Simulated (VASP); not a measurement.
Consider the following.

```
CELL_PARAMETERS angstrom
     -1.60245     1.60245     3.92202
      1.60245    -1.60245     3.92202
      1.60245     1.60245    -3.92202
ATOMIC_POSITIONS crystal
  Si 0.66603 0.66603 0.00000
  Si 0.33397 0.33397 0.00000
  W  0.00000 0.00000 0.00000
```

Calculation: TPSS meta-GGA, VASP's PBE PAW potentials (set 64) (plane waves; VASP). Numerical set-up: 520 eV cut-off, 15×15×15 Γ-centred mesh, tetrahedra with Blöchl corrections, potentials Si W_sv.

The cores are frozen, which limits the accuracy of field gradients.

### Question
Give the principal components of the electric field gradient (V/Å²) and the asymmetry η at each nucleus.

### Answer

```tsv
atom	Vxx	Vyy	Vzz	η
Si1	4.7	4.7	-9.5	0.00
Si2	4.7	4.7	-9.5	0.00
W3	65.5	65.5	-131.1	0.00
```

The compound is WSi2 in the MoSi2 type structure. It was relaxed first.
